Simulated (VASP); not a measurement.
```xyz
3
Lattice="0.0000 2.8234 2.8234 2.8234 0.0000 2.8234 2.8234 2.8234 0.0000" Properties=species:S:1:pos:R:3 pbc="T T T"
Ca     0.0000     2.8234     2.8234
F      1.4117     1.4117     1.4117
F      4.2350     4.2350     4.2350
```

Method: revPBE GGA, VASP's PBE PAW potentials (set 64) (plane waves; VASP 6.6.1). Run with 520 eV cut-off, 7×7×7 Γ-centred mesh, Gaussian smearing of 0.050 eV, potentials Ca_sv F.

Q: Estimate the energy per atom (σ→0), pressure.

A: 
The energy per atom (σ→0) is -5.520 eV/atom and the pressure comes out as -19.4 kbar.

The compound is CaF2 in the fluorite structure. This cell is one point of a volume scan, at 1.03 of the reference volume.
